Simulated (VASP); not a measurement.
All values below come from PBE GGA, VASP's PBE PAW potentials (set 64) (plane waves; VASP).

VASP input:

### KPOINTS
```
Automatic mesh
0
Gamma
14 14 14
0 0 0
```

### POSCAR
```
WSi2
1
   -1.5707994548     1.5707994548     3.8483367407
    1.5707994548    -1.5707994548     3.8483367407
    1.5707994548     1.5707994548    -3.8483367407
Si W
2 1
Direct
  0.6666433482   0.6666433482   0.0000000000
  0.3333566518   0.3333566518   0.0000000000
  0.0000000000   0.0000000000   0.0000000000
```

### INCAR
```
# general
SYSTEM  = WSi2
PREC    = Accurate
ENCUT   = 500
LREAL   = F
LASPH   = T

# electronic loop
EDIFF   = 1E-6
NELM    = 100
ALGO    = Normal
LMAXMIX = 6

# smearing
ISMEAR  = 1
SIGMA   = 0.1

# functional
GGA     = PE

# ions
IBRION  = 2
NSW     = 40
ISIF    = 3
EDIFFG  = -0.02
PSTRESS = 300

# output
LWAVE   = F
LCHARG  = F
```

POTCAR, in this order: Si W_sv (PBE.64 set). Program: vasp_std.

### Question
What will the output report for the number of irreducible k-points (NKPTS), largest plane-wave count, number of space-group operations, FFT grid (NGX, NGY, NGZ)?

### Answer

```yaml
number of irreducible k-points (NKPTS): 244
largest_plane_wave_count: 976
number_of_space_group_operations: 16
FFT grid (NGX, NGY, NGZ): 32 × 32 × 32
```

The compound is WSi2 in the MoSi2 type structure. This run relaxes it under an external pressure of 30 GPa. Symmetry was kept, so distortions that lower it aren't found.
